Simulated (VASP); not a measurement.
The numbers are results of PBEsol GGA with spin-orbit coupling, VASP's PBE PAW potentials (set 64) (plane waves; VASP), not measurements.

Input for VASP

File POSCAR:
```
Pd
1.0
  0.0000000000   1.9358714148   1.9358714148
  1.9358714148   0.0000000000   1.9358714148
  1.9358714148   1.9358714148   0.0000000000
Pd
1
Cartesian
  0.0000000000   0.0000000000   0.0000000000
```

File KPOINTS_OPT:
```
k-points along high-symmetry lines
8
Line-mode
Reciprocal
  0.000000   0.000000   0.000000 ! GAMMA
  0.500000   0.000000   0.500000 ! X

  0.500000   0.000000   0.500000 ! X
  0.625000   0.250000   0.625000 ! U

  0.375000   0.375000   0.750000 ! K
  0.000000   0.000000   0.000000 ! GAMMA

  0.000000   0.000000   0.000000 ! GAMMA
  0.500000   0.500000   0.500000 ! L

  0.500000   0.500000   0.500000 ! L
  0.500000   0.250000   0.750000 ! W

  0.500000   0.250000   0.750000 ! W
  0.500000   0.000000   0.500000 ! X
```

INCAR:
```
! general
SYSTEM     = Pd
PREC       = Accurate
ENCUT      = 400
LREAL      = F   ! projection in real space or not
LASPH      = T   ! aspherical one-centre terms

! electronic loop
EDIFF      = 1E-6
NELM       = 100   ! most electronic steps
ALGO       = Normal   ! blocked Davidson
LMAXMIX    = 4   ! l cut-off of mixed one-centre charges

! smearing
ISMEAR     = 0
SIGMA      = 0.05   ! width (eV)

! functional
GGA        = PS   ! PBEsol
GGA_COMPAT = F

! spin
MAGMOM     = 3*0
LSORBIT    = T

! output
LWAVE      = F
LCHARG     = F
```

**KPOINTS**
```
Regular mesh
0
Gamma
15 15 15
```

POTCAR, in this order: Pd (PBE.64 set). Program: vasp_ncl.

Output of the run:

OSZICAR:
```
       N       E                     dE             d eps       ncg     rms          rms(c)
DAV:   1     0.456176292668E+02    0.45618E+02   -0.41956E+03  4344   0.856E+02
DAV:   2    -0.552778029174E+01   -0.51145E+02   -0.48063E+02  4610   0.218E+02
DAV:   3    -0.639577652742E+01   -0.86800E+00   -0.86019E+00  5090   0.305E+01
DAV:   4    -0.640173630982E+01   -0.59598E-02   -0.59589E-02  4758   0.251E+00
DAV:   5    -0.640183147552E+01   -0.95166E-04   -0.95163E-04  4920   0.315E-01    0.884E+00
DAV:   6    -0.603064942210E+01    0.37118E+00   -0.71662E-01  4470   0.123E+01    0.396E+00
DAV:   7    -0.601586720935E+01    0.14782E-01   -0.84090E-03  5300   0.118E+00    0.208E+00
DAV:   8    -0.601078071529E+01    0.50865E-02   -0.10027E-03  4558   0.339E-01    0.482E-01
DAV:   9    -0.601078813961E+01   -0.74243E-05   -0.18506E-05  5594   0.427E-02    0.461E-02
DAV:  10    -0.601078955523E+01   -0.14156E-05   -0.61077E-07  3284   0.107E-02    0.131E-02
DAV:  11    -0.601079134201E+01   -0.17868E-05   -0.64438E-07  3860   0.861E-03    0.124E-03
DAV:  12    -0.601079132429E+01    0.17723E-07   -0.48569E-08  2348   0.209E-03
   1 F= -.60107913E+01 E0= -.60097583E+01  d E =-.206604E-02  mag=    -0.0000    -0.0000    -0.0000
       N       E                     dE             ncg
```

**OUTCAR**
```
------------------------ aborting loop because EDIFF is reached ----------------------------------------
  FORCE on cell =-STRESS in cart. coord.  units (eV):
  Direction    XX          YY          ZZ          XY          YZ          ZX
  --------------------------------------------------------------------------------------
  Total       -0.0263153     -0.0263153     -0.0263153     -0.0000000     -0.0000000     -0.0000000
  in kB       -2.9057611     -2.9057611     -2.9057611     -0.0000000     -0.0000000     -0.0000000
  external PRESSURE =      -2.9057611 kB  Pullay stress =       0.0000000 kB
  volume of cell :       14.51
      direct lattice vectors                 reciprocal lattice vectors
     0.000000000  1.935871415  1.935871415    -0.258281617  0.258281617  0.258281617
     1.935871415  0.000000000  1.935871415     0.258281617 -0.258281617  0.258281617
     1.935871415  1.935871415  0.000000000     0.258281617  0.258281617 -0.258281617
 POSITION                                       TOTAL-FORCE (eV/Angst)
 -----------------------------------------------------------------------------------
      0.00000      0.00000      0.00000        -0.000000     -0.000000      0.000000
 -----------------------------------------------------------------------------------
    total drift:                                0.000000      0.000000      0.000000
  FREE ENERGIE OF THE ION-ELECTRON SYSTEM (eV)
  ---------------------------------------------------
  free  energy   TOTEN  =        -6.0107913243 eV

  energy  without entropy=       -6.0087252846  energy(sigma->0) =       -6.00975830

 Ion:    1  E_soc:     -0.0851750
```
(Selected blocks of OUTCAR.)

The compound is Pd in the fcc structure. It was relaxed first.
